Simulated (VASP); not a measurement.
## GaSb: relaxed cell and zone-centre modes

What lattice and vibrations does GaSb have at one level of theory? The starting structure is a measured crystal structure from the Crystallography Open Database. All runs use PBEsol.

Method: Kohn-Sham DFT with plane waves and PAW; PBEsol, in VASP 6.6.1.

The database entry behind the starting cell differs from later determinations by our own check (about 0.4 % long), so it need not match the best structure at ambient conditions.

**1. Set-up**

It takes space group F-43m (No. 216, cubic). The conventional cell has a = 6.118 Å, b = 6.118 Å, c = 6.118 Å, α = 90.00°, β = 90.00°, γ = 90.00°. Nearest to Sb lie 4 Ga at 2.65 Å. Nearest to Ga lie 4 Sb at 2.65 Å. Farther neighbours are not listed.

Structure file:

```xyz
2
Lattice="0.0000 3.0590 3.0590 3.0590 0.0000 3.0590 3.0590 3.0590 0.0000" Properties=species:S:1:pos:R:3 pbc="T T T"
Sb    4.5885    4.5885    4.5885
Ga    0.0000    0.0000    0.0000
```

**2. Relaxation**

This run starts from the cell of an earlier relaxation, which isn't shown; the restart sets up the plane waves anew.

INCAR

```
SYSTEM = GaSb
PREC = Accurate
ENCUT = 500
EDIFF = 1E-07
NELM = 100
ISMEAR = 0
SIGMA = 0.05
LREAL = .FALSE.
ALGO = Normal
GGA = PS
NBANDS = 15
LORBIT = 11
LWAVE = .FALSE.
LCHARG = .FALSE.
KPAR = 4
IBRION = 2
NSW = 50
ISIF = 3
EDIFFG = -0.002
```

POSCAR

```
GaSb
1.0
    0.0000000000      3.0574939636      3.0574939636
    3.0574939636      0.0000000000      3.0574939636
    3.0574939636      3.0574939636      0.0000000000
Sb Ga
1 1
Direct
    0.7500000000      0.7500000000      0.7500000000
    0.0000000000      0.0000000000      0.0000000000
```

KPOINTS

```
Automatic mesh
0
Gamma
10 10 10
0 0 0
```

The projector-augmented-wave data sets are Sb and Ga_d (PBE family, release 64).

The run is started by

```bash
> mpirun -np 4 vasp_std
```

The log of the run:

```text
[banner, memory and clock lines left out]
running    4 mpi-ranks, on    1 nodes
 distrk:  each k-point on    1 cores,    4 groups
 distr:  one band on    1 cores,    1 groups

 POSCAR found type information on POSCAR SbGa
 POSCAR found :  2 types and       2 ions
|                                                                             |
|               ----> ADVICE to this user running VASP <----                  |
|                                                                             |
|     You enforced a specific xc type in the INCAR file but a different       |
|     [... a line on the potential file left out ...]
|     I HOPE YOU KNOW WHAT YOU ARE DOING!                                     |
|                                                                             |

 LDA part: xc-table for (Slater+PW92), standard interpolation
 POSCAR, INCAR and KPOINTS ok, starting setup
 FFT: planning ... GRIDC
 FFT: planning ... GRID_SOFT
 FFT: planning ... GRID
 WAVECAR not read
 entering main loop
       N       E                     dE             d eps       ncg     rms          rms(c)
DAV:   1     0.789397883070E+02    0.78940E+02   -0.84300E+03  1434   0.143E+03
DAV:   2    -0.239386491228E+01   -0.81334E+02   -0.78219E+02  1669   0.292E+02
DAV:   3    -0.814973857315E+01   -0.57559E+01   -0.57422E+01  1718   0.653E+01
DAV:   4    -0.825088880275E+01   -0.10115E+00   -0.10114E+00  1749   0.965E+00
DAV:   5    -0.825336863449E+01   -0.24798E-02   -0.24798E-02  1835   0.132E+00    0.313E+00
DAV:   6    -0.817875785231E+01    0.74611E-01   -0.87732E-02  1846   0.521E+00    0.183E+00
DAV:   7    -0.815273007854E+01    0.26028E-01   -0.44285E-02  1760   0.198E+00    0.365E-01
DAV:   8    -0.815275039293E+01   -0.20314E-04   -0.48999E-03  1859   0.881E-01    0.992E-02
DAV:   9    -0.815303337629E+01   -0.28298E-03   -0.45288E-04  1613   0.176E-01    0.374E-02
DAV:  10    -0.815302718654E+01    0.61898E-05   -0.19757E-05  1833   0.408E-02    0.102E-02
DAV:  11    -0.815303646370E+01   -0.92772E-05   -0.12100E-05  1585   0.251E-02    0.426E-03
DAV:  12    -0.815303660697E+01   -0.14327E-06   -0.49077E-07  1809   0.713E-03    0.698E-04
DAV:  13    -0.815303660014E+01    0.68258E-08   -0.38764E-08  1272   0.144E-03
   1 F= -.81530366E+01 E0= -.81529917E+01  d E =-.815304E+01
 curvature:   0.00 expect dE= 0.000E+00 dE for cont linesearch  0.000E+00
 trial: gam= 0.00000 g(F)=  0.472E-46 g(S)=  0.188E-06 ort = 0.000E+00 (trialstep = 0.100E+01)
 search vector abs. value=  0.188E-06
 reached required accuracy - stopping structural energy minimisation
```

It took 6.4 s on 4 MPI ranks of Intel Xeon 6975P-C (Granite Rapids), shared host; peak memory 0.77 GiB; 22 s of CPU time.

Lines that name or quote the potential files are left out of all logs, and their timing lines are given in words.

Parts of OUTCAR (step 2):

```text
ion  position               nearest neighbor table
   1  0.750  0.750  0.750-   2 2.65   2 2.65   2 2.65   2 2.65
   2  0.000  0.000  0.000-   1 2.65   1 2.65   1 2.65   1 2.65

  LATTYP: Found a face centered cubic cell.
 ALAT       =     6.1149879272

 Subroutine GETGRP returns: Found 24 space group operations
 (whereof 24 operations were pure point group operations)

The static configuration has the point symmetry T_d .

 Found     47 irreducible k-points:

   k-points           NKPTS =     47   k-points in BZ     NKDIM =     47   number of bands    NBANDS=     15

   dimension x,y,z NGX =    32 NGY =   32 NGZ =   32
   dimension x,y,z NGXF=    64 NGYF=   64 NGZF=   64

   ENCUT  =  500.0 eV  36.75 Ry    6.06 a.u.   7.88  7.88  7.88*2*pi/ulx,y,z

   NELECT =      18.0000    total number of electrons

 k-points in reciprocal lattice and weights: Automatic mesh
   0.00000000  0.00000000  0.00000000       0.001
   0.10000000  0.00000000  0.00000000       0.008
   0.20000000  0.00000000  0.00000000       0.008
   0.30000000  0.00000000  0.00000000       0.008
   0.40000000  0.00000000  0.00000000       0.008
   0.50000000  0.00000000  0.00000000       0.004
   0.10000000  0.10000000  0.00000000       0.006
   0.20000000  0.10000000  0.00000000       0.024
   0.30000000  0.10000000  0.00000000       0.024
[...]
-0.30000000  0.40000000  0.20000000       0.024
  -0.30000000  0.50000000  0.20000000       0.012

 average (electrostatic) potential at core
       1 -87.4788       2 -65.5344

 E-fermi :   4.7696

 k-point     1 :       0.0000    0.0000    0.0000
  band No.  band energies     occupation
    ...
      6      -6.7687      2.00000
      7       4.7456      1.50371
      8       4.7456      1.50367
      9       4.7456      1.50367
     10       4.7464      1.48895
     11       7.5022      0.00000
     12       7.5022      0.00000
     13       7.5022      0.00000
     14      10.3737      0.00000
     15      13.3486      0.00000

 k-point     2 :       0.1000    0.0000    0.0000
  band No.  band energies     occupation
    ...
      5     -10.2035      2.00000
      6      -6.6655      2.00000
      7       3.1404      2.00000
      8       4.5721      2.00000
      9       4.5721      2.00000
     10       5.6965      0.00000
     11       7.7393      0.00000
     12       7.7393      0.00000
     13       7.8811      0.00000
     14      10.9617      0.00000
    ...

 k-point     3 :       0.2000    0.0000    0.0000
  band No.  band energies     occupation
    ...
      5     -10.2038      2.00000
      6      -6.3649      2.00000
      7       1.4748      2.00000
      8       4.2162      2.00000
      9       4.2162      2.00000
     10       5.6477      0.00000
     11       8.1929      0.00000
     12       8.1930      0.00000
     13       9.1263      0.00000
     14      11.8265      0.00000
    ...

  Total       -0.0016119     -0.0016119     -0.0016119      0.0000000      0.0000000      0.0000000
  in kB       -0.0451765     -0.0451765     -0.0451765      0.0000000      0.0000000      0.0000000
  external PRESSURE =      -0.0451765 kB  Pullay stress =       0.0000000 kB

  energy-cutoff  :      500.00
  volume of cell :       57.16
      direct lattice vectors                 reciprocal lattice vectors
     0.000000000  3.057493964  3.057493964    -0.163532620  0.163532620  0.163532620
     3.057493964  0.000000000  3.057493964     0.163532620 -0.163532620  0.163532620
     3.057493964  3.057493964  0.000000000     0.163532620  0.163532620 -0.163532620

 POSITION                                       TOTAL-FORCE (eV/Angst)
 -----------------------------------------------------------------------------------
      4.58624      4.58624      4.58624        -0.000000     -0.000000     -0.000000
      0.00000      0.00000      0.00000         0.000000      0.000000      0.000000
 -----------------------------------------------------------------------------------
    total drift:                               -0.000000     -0.000000     -0.000000

  FREE ENERGIE OF THE ION-ELECTRON SYSTEM (eV)
  ---------------------------------------------------
  free  energy   TOTEN  =        -8.1530366001 eV

  energy  without entropy=       -8.1529467238  energy(sigma->0) =       -8.15299166

 reached required accuracy - stopping structural energy minimisation

 total charge
# of ion       s       p       d       tot
------------------------------------------
    1        1.132   1.335   0.027   2.495
    2        0.910   0.766   9.963  11.639
--------------------------------------------------
tot          2.042   2.101   9.990  14.134

[... 3 further parts left out ...]
```

The PAW data sets were made with PBE, which is usual practice but a small mismatch for other functionals. The run keeps the 24 symmetry operations of its start, so it cannot find a distortion of lower symmetry.

The relaxed cell holds 28.582 Å³ an atom, with a = 6.115 Å (+0.0 % against the database cell). Pressures at 0.985 and 1.015 times this volume, from two more relaxations that aren't shown, give a bulk modulus of 50.5 GPa.

**3. Modes of the relaxed cell**

Edit INCAR of step 2 so:

```diff
@@ -3,3 +3,3 @@
 ENCUT = 500
-EDIFF = 1E-07
+EDIFF = 1E-08
 NELM = 100
@@ -15,5 +15,3 @@
 KPAR = 4
-IBRION = 2
-NSW = 50
-ISIF = 3
-EDIFFG = -0.002
+IBRION = 8
+ISIF = 2
```

POSCAR is that of step 2.

KPOINTS

```
Automatic mesh
0
Gamma
12 12 12
0 0 0
```

The run is started by

```bash
> mpirun -np 4 vasp_std
```

The log of the run:

```text
[banner, memory and clock lines left out]
running    4 mpi-ranks, on    1 nodes
[...]
[... a notice as in an earlier step ...]

 LDA part: xc-table for (Slater+PW92), standard interpolation
 POSCAR, INCAR and KPOINTS ok, starting setup
[...]
entering main loop
       N       E                     dE             d eps       ncg     rms          rms(c)
DAV:   1     0.801705144663E+02    0.80171E+02   -0.84267E+03  2176   0.143E+03
DAV:   2    -0.203509297441E+01   -0.82206E+02   -0.79244E+02  2496   0.302E+02
DAV:   3    -0.814332637994E+01   -0.61082E+01   -0.60845E+01  2545   0.671E+01
DAV:   4    -0.825206033943E+01   -0.10873E+00   -0.10872E+00  2710   0.102E+01
[...]
DAV:  11    -0.815460952096E+01   -0.90625E-05   -0.12170E-05  2475   0.254E-02    0.410E-03
DAV:  12    -0.815460966422E+01   -0.14326E-06   -0.48743E-07  2797   0.702E-03    0.729E-04
DAV:  13    -0.815460966389E+01    0.33560E-09   -0.45837E-08  2548   0.144E-03
   1 F= -.81546097E+01 E0= -.81545836E+01  d E =-.520615E-04
[...]
RMM:   9    -0.256655397009E-01   -0.20873E-07   -0.68971E-09 17340   0.197E-04    0.225E-05
RMM:  10    -0.256655852005E-01   -0.45500E-07   -0.51404E-10 16712   0.770E-05    0.153E-06
RMM:  11    -0.256655805869E-01    0.46135E-08   -0.11420E-09 17204   0.283E-05    0.272E-06
 first order change of Fermi-energy   0.14094E-01
 force on displaced ion       1 direction 1 :  -7.801   0.000   0.000
 Linear response progress:
  Degree of freedom:   2/  2
       N       E                     dE             d eps       ncg     rms          rms(c)
RMM:   1    -0.165974019390E+00   -0.16597E+00    0.66583E-02 10462   0.801E+00
RMM:   2    -0.164943316824E+00    0.10307E-02   -0.28017E-02 15698   0.133E+00    0.389E-02
RMM:   3    -0.164939464591E+00    0.38522E-05   -0.34734E-03 16383   0.409E-01    0.264E-02
RMM:   4    -0.164766226625E+00    0.17324E-03   -0.11493E-03 17719   0.188E-01    0.120E-02
[...]
RMM:  15    -0.164792067528E+00   -0.11365E-07    0.48603E-08 17788   0.478E-05    0.348E-06
RMM:  16    -0.164792097474E+00   -0.29946E-07   -0.40760E-08 17597   0.336E-05    0.894E-07
RMM:  17    -0.164792098845E+00   -0.13708E-08   -0.14079E-08 17431   0.258E-05    0.664E-07
 first order change of Fermi-energy   0.13940E-01
 force on displaced ion       2 direction 1 :  -7.775  -0.000  -0.000
 Linear response finished
```

The job ended after 96 s (4 MPI ranks; peak memory 2.4 GiB).

From OUTCAR (step 3):

```text
  Total       -0.0021093     -0.0021093     -0.0021093      0.0000000      0.0000000      0.0000000
  in kB       -0.0591193     -0.0591193     -0.0591193      0.0000000      0.0000000      0.0000000
  external PRESSURE =      -0.0591193 kB  Pullay stress =       0.0000000 kB

 POSITION                                       TOTAL-FORCE (eV/Angst)
 -----------------------------------------------------------------------------------
      4.58624      4.58624      4.58624        -0.000000      0.000000      0.000000
      0.00000      0.00000      0.00000         0.000000     -0.000000     -0.000000
 -----------------------------------------------------------------------------------
    total drift:                               -0.000000     -0.000000     -0.000000

[... 1 part as in an earlier step ...]

[... 1 further part left out ...]
```

The zone-centre modes at 28.582 Å³ an atom are T2 218.5 cm⁻¹.

(Continued in part 2 of 2.)

[Lines on the potential files, build, host, timing and source positions are cut from VASP's logs without a mark.]

[Logs are printed without paths, hosts, clocks, repeated set-up lines and the standing remarks that a program may print on its own settings, such as how far it seeks lower states.]

[Hosts, paths, dates, database ids (printed as entryN), source tags and the programs' standing remarks are cut or masked in the printed files.]
